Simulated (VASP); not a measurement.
# MgGa15N16 (a cell with a defect) in VASP: a series of runs

The runs below take MgGa15N16 (a cell with a defect) through relaxation of the atoms, single point, with PBE, HSE06.

Everything below comes from runs of VASP 6.6.1. Logs are shortened: lines on timing, memory, paths and dates and some standing lists are left out, and cuts for length are marked.

### 1 The structure

The cell holds a defect, 32 atoms: a = 7.878 Å, b = 7.878 Å, c = 7.878 Å, α = 109.47°, β = 109.47°, γ = 109.47°.

### 2 Relaxation of the atoms, PBE, collinear spin, ferromagnetic start

INCAR reads:

```
SYSTEM = MgGa15N16
ALGO = Normal
AMIX = 0.2
AMIX_MAG = 0.8
BMIX = 1E-4
BMIX_MAG = 1E-4
EDIFF = 1E-6
EDIFFG = -0.025
ENCUT = 450
GGA = PE
IBRION = 2
ICORELEVEL = 1
ISIF = 2
ISMEAR = 0
ISPIN = 2
ISYM = 0
KPAR = 4
LASPH = .True.
LCHARG = .False.
LORBIT = 11
LREAL = Auto
LWAVE = .False.
MAGMOM = 0.2 0 0 0 0 0 0 0 0 0 0 0 0 0 0 0 0.2 0.2 0 0 0 0.2 0 0 0 0 0 0 0 0 0.2 0
NCORE = 2
NELM = 150
NSW = 70
PREC = Normal
SIGMA = 0.01
```

KPOINTS reads:

```
k-points
0
Monkhorst
  2 2 2
  0 0 0
```

POSCAR reads:

```
MgGa15N16
1.0
    4.5482020000      4.5482020000     -4.5482020000
   -4.5482020000     -4.5482020000     -4.5482020000
   -4.5482020000      4.5482020000      4.5482020000
Mg Ga N
1 15 16
Direct
    0.2509856400      0.7560113700      0.0013594500
    0.5000000000      0.5000000000      0.0000000000
    0.7500000000      0.2500000000      0.0000000000
    0.7500000000      0.7500000000      0.5000000000
    0.0000000000      0.7500000000      0.2500000000
    0.2500000000      0.5000000000      0.2500000000
    0.5000000000      0.2500000000      0.2500000000
    0.7500000000      0.0000000000      0.2500000000
    0.0000000000      0.0000000000      0.0000000000
    0.5000000000      0.7500000000      0.7500000000
    0.7500000000      0.5000000000      0.7500000000
    0.0000000000      0.5000000000      0.5000000000
    0.2500000000      0.2500000000      0.5000000000
    0.5000000000      0.0000000000      0.5000000000
    0.0000000000      0.2500000000      0.7500000000
    0.2500000000      0.0000000000      0.7500000000
    0.2563771500      0.0032391500      0.0062525400
    0.5044462800      0.7469386400      0.0085103200
    0.7500000000      0.5000000000      0.0000000000
    0.7500000000      0.0000000000      0.5000000000
    0.0000000000      0.0000000000      0.2500000000
    0.2405841700      0.7403492500      0.2434658000
    0.5000000000      0.5000000000      0.2500000000
    0.7500000000      0.2500000000      0.2500000000
    0.0000000000      0.2500000000      0.0000000000
    0.5000000000      0.0000000000      0.7500000000
    0.7500000000      0.7500000000      0.7500000000
    0.0000000000      0.7500000000      0.5000000000
    0.2500000000      0.5000000000      0.5000000000
    0.5000000000      0.2500000000      0.5000000000
    0.9990940300      0.4968758800      0.7408735700
    0.2500000000      0.2500000000      0.7500000000
```

Potentials or basis: VASP PAW PBE potentials, release 64 (Mg, Ga_d, N).

Launch:

```sh
cat potpaw_PBE.64/Mg/POTCAR potpaw_PBE.64/Ga_d/POTCAR potpaw_PBE.64/N/POTCAR > POTCAR
mpirun -np 8 vasp_std > vasp.out
```

OUTCAR:

```text
SYSTEM = MgGa15N16
   AMIX = 0.2
   AMIX_MAG = 0.8
   EDIFF = 1E-6
   EDIFFG = -0.025
   ENCUT = 450
   GGA = PE
   IBRION = 2
   ISIF = 2
   ISMEAR = 0
   ISPIN = 2
   ISYM = 0
   LASPH = .True.
   LORBIT = 11
   LREAL = Auto
   NELM = 150
   NSW = 70
   PREC = Normal

 ion  position               nearest neighbor table
   1  0.251  0.756  0.001-  17 1.92  22 1.98  18 2.00  31 2.03   7 3.18   9 3.18  16 3.19  14 3.21
                             8 3.21   5 3.21  10 3.22  11 3.22  12 3.23   6 3.25   2 3.25  15 3.25
   2  0.500  0.500  0.000-  18 1.91  19 1.97  23 1.97  32 1.97   1 3.25
   3  0.750  0.250  0.000-  19 1.97  24 1.97  25 1.97  26 1.97
   4  0.750  0.750  0.500-  20 1.97  23 1.97  27 1.97  28 1.97
   5  0.000  0.750  0.250-  22 1.94  21 1.97  19 1.97  28 1.97   1 3.21
   6  0.250  0.500  0.250-  22 1.94  23 1.97  25 1.97  29 1.97   1 3.25
   7  0.500  0.250  0.250-  17 1.93  23 1.97  24 1.97  30 1.97   1 3.18
   8  0.750  0.000  0.250-  18 1.94  20 1.97  21 1.97  24 1.97   1 3.21
   9  0.000  0.000  0.000-  21 1.97  25 1.97  27 1.97  17 2.00   1 3.18
  10  0.500  0.750  0.750-  26 1.97  27 1.97  29 1.97  18 2.03   1 3.22
  11  0.750  0.500  0.750-  19 1.97  27 1.97  30 1.97  31 2.00   1 3.22
  12  0.000  0.500  0.500-  31 1.91  28 1.97  29 1.97  24 1.97   1 3.23
  13  0.250  0.250  0.500-  21 1.97  29 1.97  30 1.97  32 1.97
  14  0.500  0.000  0.500-  20 1.97  26 1.97  30 1.97  22 2.04   1 3.21
  15  0.000  0.250  0.750-  20 1.97  25 1.97  32 1.97  31 1.97   1 3.25
  16  0.250  0.000  0.750-  26 1.97  28 1.97  32 1.97  17 1.99   1 3.19
  17  0.256  0.003  0.006-   1 1.92   7 1.93  16 1.99   9 2.00
  18  0.504  0.747  0.009-   2 1.91   8 1.94   1 2.00  10 2.03
  19  0.750  0.500  0.000-   2 1.97   3 1.97   5 1.97  11 1.97
  20  0.750  0.000  0.500-   4 1.97   8 1.97  14 1.97  15 1.97
  21  0.000  0.000  0.250-   5 1.97   8 1.97   9 1.97  13 1.97
  22  0.241  0.740  0.243-   6 1.94   5 1.94   1 1.98  14 2.04
[... 8 lines left out ...]
  31  0.999  0.497  0.741-  12 1.91  15 1.97  11 2.00   1 2.03
  32  0.250  0.250  0.750-   2 1.97  13 1.97  15 1.97  16 1.97

IMPORTANT INFORMATION: All symmetrisations will be switched off!
NOSYMM: (Re-)initialisation of all symmetry stuff for point group C_1.

----------------------------------------------------------------------------------------

                                     Primitive cell

  volume of cell :     376.3390

  direct lattice vectors                    reciprocal lattice vectors
     4.548202000  4.548202000 -4.548202000     0.000000000  0.109933552 -0.109933552
    -4.548202000 -4.548202000 -4.548202000    -0.109933552  0.000000000 -0.109933552
    -4.548202000  4.548202000  4.548202000    -0.109933552  0.109933552  0.000000000

  length of vectors
     7.877716947  7.877716947  7.877716947     0.155469520  0.155469520  0.155469520

  position of ions in fractional coordinates (direct lattice)
     0.250985640  0.756011370  0.001359450
     0.500000000  0.500000000  0.000000000
     0.750000000  0.250000000  0.000000000
     0.750000000  0.750000000  0.500000000
     0.000000000  0.750000000  0.250000000
     0.250000000  0.500000000  0.250000000
[... 24 lines left out ...]
     0.999094030  0.496875880  0.740873570
     0.250000000  0.250000000  0.750000000

  ion indices of the primitive-cell ions
   primitive index   ion index
                 1           1
                 2           2
                 3           3
                 4           4
                 5           5
                 6           6
[... 24 lines left out ...]
                31          31
                32          32

----------------------------------------------------------------------------------------

 KPOINTS: k-points

Automatic generation of k-mesh.
 Grid dimensions read from file:
 generate k-points for:    2    2    2

 Generating k-lattice:

  Cartesian coordinates                     Fractional coordinates (reciprocal lattice)
     0.000000000  0.054966776 -0.054966776     0.500000000  0.000000000  0.000000000
[... 43 lines left out ...]
  ---------------------------------------------------
  free  energy   TOTEN  =      -191.9120831786 eV

  energy  without entropy=     -191.9095591376  energy(sigma->0) =     -191.91082116

[... ionic steps 4 to 8 ...]

--------------------------------------- Ionic step        9  -------------------------------------------

 number of electron     277.0000614 magnetization       1.0000008

------------------------ aborting loop because EDIFF is reached ----------------------------------------
[... 127 lines left out ...]
--------------------------------------- Ionic step       11  -------------------------------------------

 number of electron     277.0000614 magnetization       1.0000008

 Free energy of the ion-electron system (eV)
  ---------------------------------------------------
  ext. energy  EPLUGINS =         0.00000000
  ---------------------------------------------------
  free energy    TOTEN  =      -191.95014607 eV

  energy without entropy =     -191.94750186  energy(sigma->0) =     -191.94882397

 the core state eigenenergies are
   1-  1s  -1247.4382  2s    -68.1270  2p    -34.8754
   2-  1s -10217.4910  2s  -1250.8923  2p  -1087.3494  3s   -137.1811  3p    -87.9261

   3-  1s -10217.4927  2s  -1250.8979  2p  -1087.3544  3s   -137.1936  3p    -87.9390

   4-  1s -10217.4929  2s  -1250.8981  2p  -1087.3546  3s   -137.1939  3p    -87.9393
[... 27 lines left out ...]
  19-  1s   -370.5438
  20-  1s   -370.5452
  21-  1s   -370.5442
  22-  1s   -370.1358
[... 8 lines left out ...]
  31-  1s   -370.1417
  32-  1s   -370.5441

 E-fermi :   4.5375     XC(G=0): -11.4250

 val. band max:        4.5312814981   @ k =   0.2500  -0.2500   0.2500
 cond. band min:       4.5805139776   @ k =   0.2500   0.2500   0.2500
 fundamental gap:      0.0492324795
 Fermi energy:         4.5375345681

 spin component 1

 k-point     1 :       0.2500    0.2500    0.2500
  band No.  band energies     occupation
      1     -10.4026      1.00000
      2     -10.4022      1.00000
      3     -10.4017      1.00000
      4     -10.2598      1.00000
      5     -10.0035      1.00000
      6     -10.0034      1.00000
[... 601 lines left out ...]
    149      10.1945      0.00000
    150      10.2416      0.00000
 Fermi energy:         4.5375345681

 spin component 2

 k-point     1 :       0.2500    0.2500    0.2500
  band No.  band energies     occupation
      1     -10.3616      1.00000
      2     -10.3613      1.00000
      3     -10.3609      1.00000
      4     -10.2056      1.00000
      5      -9.9739      1.00000
      6      -9.9738      1.00000
[... 601 lines left out ...]
    149      10.2289      0.00000
    150      10.2756      0.00000
 [bands above 150 left out]

------------------------ aborting loop because EDIFF is reached ----------------------------------------

  FORCE on cell =-STRESS in cart. coord.  units (eV):
  Direction    XX          YY          ZZ          XY          YZ          ZX
  --------------------------------------------------------------------------------------
  -------------------------------------------------------------------------------------
  Total        1.8220882      1.8260031      1.7933678     -0.0006357      0.0558456     -0.0425434
  in kB        7.7571245      7.7737910      7.6348538     -0.0027062      0.2377501     -0.1811188
  external PRESSURE =       7.7219231 kB  Pullay stress =       0.0000000 kB
[... 47 lines left out ...]
  FREE ENERGIE OF THE ION-ELECTRON SYSTEM (eV)
  ---------------------------------------------------
  free  energy   TOTEN  =      -191.9501460725 eV

  energy  without entropy=     -191.9475018575  energy(sigma->0) =     -191.94882397

 reached required accuracy - stopping structural energy minimisation

 total charge

# of ion       s       p       d       tot
------------------------------------------
    1        0.189   0.195   0.067   0.451
    2        0.787   0.873  10.164  11.824
    3        0.789   0.878  10.166  11.833
    4        0.789   0.878  10.166  11.833
    5        0.787   0.873  10.164  11.824
    6        0.787   0.873  10.164  11.824
[... 24 lines left out ...]
   31        1.238   2.483   0.000   3.721
   32        1.234   2.477   0.000   3.711
--------------------------------------------------
tot         31.763  52.962 152.529 237.254

 magnetization (x)

# of ion       s       p       d       tot
------------------------------------------
    1       -0.002   0.007   0.004   0.009
    2       -0.002   0.000   0.006   0.004
    3       -0.001   0.001   0.003   0.003
    4       -0.001   0.001   0.003   0.003
    5       -0.002   0.000   0.006   0.004
    6       -0.002   0.000   0.006   0.004
[... 24 lines left out ...]
   31        0.003   0.092   0.000   0.095
   32        0.001   0.028   0.000   0.028
--------------------------------------------------
tot         -0.016   0.715   0.081   0.780
```

It took 4.6 min on 8 MPI ranks of AMD EPYC 9R45 (Zen 5), shared host; peak memory 0.33 GiB.

What came out:

```
Free energy                                           : -191.9501 eV
Energy gained by relaxing                             : 10.9 meV/atom
Ionic steps                                           : 11
Largest force after relaxing                          : 0.021 eV/Å
Net moment                                            : 1.00 μB per cell
Site moments                                          : Mg +0.01; Ga +0.00; N +0.09, +0.03, +0.10 μB
Valence electrons inside the program's atomic spheres : Mg 0.45; Ga 11.82, 11.83; N 3.72, 3.71
```

Forces in eV/Å, atoms in the order of the input:
```
Mg  -0.002 -0.003 -0.001
Ga   0.003 -0.005  0.003
Ga  -0.007  0.003 -0.002
Ga   0.008 -0.001 -0.001
Ga   0.003  0.006 -0.005
Ga   0.003  0.000 -0.001
Ga   0.004 -0.005  0.004
Ga   0.004 -0.001  0.003
Ga   0.006 -0.001  0.005
Ga  -0.002 -0.008  0.001
Ga  -0.003  0.002  0.000
Ga  -0.004  0.005  0.005
Ga   0.002 -0.004  0.001
Ga   0.003  0.003 -0.011
Ga   0.000  0.008  0.003
Ga   0.004  0.002  0.002
N    0.002  0.000  0.006
N    0.002 -0.007 -0.001
N    0.000 -0.002  0.002
N   -0.007  0.010  0.001
N   -0.003 -0.006 -0.001
N   -0.004  0.007 -0.001
N    0.000 -0.002 -0.001
N   -0.003 -0.001 -0.001
N    0.003  0.002  0.010
N    0.003 -0.005 -0.017
N   -0.007 -0.020  0.002
N    0.001  0.000 -0.005
N    0.001  0.001 -0.006
N   -0.014  0.006 -0.003
N   -0.007  0.010  0.006
N    0.009  0.003  0.003
```

The path:
```
step  energy change (eV)  largest force (eV/Å)  pressure (GPa)
   1              0.0000                2.0710            0.76
   2             -0.3104                0.3532            0.74
   3             -0.3110                0.3299            0.72
   4             -0.3401                0.1818            0.75
   5             -0.3421                0.1628            0.75
   6             -0.3473                0.0486            0.76
   7             -0.3474                0.0589            0.77
   8             -0.3484                0.0265            0.77
   9             -0.3486                0.0301            0.77
  10             -0.3487                0.0333            0.78
  11             -0.3491                0.0213            0.77
```

Final structure:
```yaml
crystal:
  lattice:
    - [4.54820, 4.54820, -4.54820]
    - [-4.54820, -4.54820, -4.54820]
    - [-4.54820, 4.54820, 4.54820]
  atoms:
    - { symbol: Mg, position: [0.25003, 0.74978, 0.99993] }
    - { symbol: Ga, position: [0.50116, 0.50049, 0.00025] }
    - { symbol: Ga, position: [0.74990, 0.24956, 0.99973] }
    - { symbol: Ga, position: [0.75008, 0.74999, 0.50029] }
    - { symbol: Ga, position: [0.00045, 0.74973, 0.25088] }
    - { symbol: Ga, position: [0.25002, 0.50048, 0.25100] }
    - { symbol: Ga, position: [0.49963, 0.25025, 0.24953] }
    - { symbol: Ga, position: [0.75046, 0.99926, 0.24948] }
    - { symbol: Ga, position: [0.00099, 0.00109, 0.00027] }
    - { symbol: Ga, position: [0.50123, 0.74967, 0.75092] }
    - { symbol: Ga, position: [0.74975, 0.49866, 0.74889] }
    - { symbol: Ga, position: [0.99912, 0.49892, 0.49940] }
    - { symbol: Ga, position: [0.25018, 0.24988, 0.50016] }
    - { symbol: Ga, position: [0.49889, 0.99871, 0.50021] }
    - { symbol: Ga, position: [0.99893, 0.24957, 0.74881] }
    - { symbol: Ga, position: [0.24996, 0.00088, 0.75073] }
    - { symbol: N, position: [0.25027, 0.01116, 0.00016] }
    - { symbol: N, position: [0.51134, 0.74978, 0.00027] }
    - { symbol: N, position: [0.75111, 0.49911, 0.99986] }
    - { symbol: N, position: [0.74867, 0.99810, 0.49879] }
    - { symbol: N, position: [0.00179, 0.00042, 0.25067] }
    - { symbol: N, position: [0.24965, 0.74954, 0.26079] }
    - { symbol: N, position: [0.50068, 0.50154, 0.25077] }
    - { symbol: N, position: [0.74898, 0.24864, 0.24823] }
    - { symbol: N, position: [0.99954, 0.25104, 0.99986] }
    - { symbol: N, position: [0.50034, 0.99999, 0.75169] }
    - { symbol: N, position: [0.75151, 0.74986, 0.74980] }
    - { symbol: N, position: [0.99941, 0.74988, 0.50110] }
    - { symbol: N, position: [0.25013, 0.49927, 0.50116] }
    - { symbol: N, position: [0.49833, 0.24842, 0.49877] }
    - { symbol: N, position: [0.98888, 0.48867, 0.73845] }
    - { symbol: N, position: [0.25007, 0.25110, 0.74961] }
```

Core levels (eV, on the scale of the bands):
```tsv
atom	levels
1 Mg	1s -1247.4, 2s -68.1, 2p -34.9
2 Ga	1s -10217.5, 2s -1250.9, 2p -1087.3, 3s -137.2, 3p -87.9
3 Ga	1s -10217.5, 2s -1250.9, 2p -1087.4, 3s -137.2, 3p -87.9
4 Ga	1s -10217.5, 2s -1250.9, 2p -1087.4, 3s -137.2, 3p -87.9
5 Ga	1s -10217.5, 2s -1250.9, 2p -1087.3, 3s -137.2, 3p -87.9
6 Ga	1s -10217.5, 2s -1250.9, 2p -1087.3, 3s -137.2, 3p -87.9
```

Caveat: the k mesh is coarse (spacing up to 0.49 Å⁻¹), so the values aren't converged; the cutoff is under 1.25 times the usual one of these potentials, so pressure, stress and relaxed cells hold a basis-set (Pulay) error.

[end of part 1 of 2]
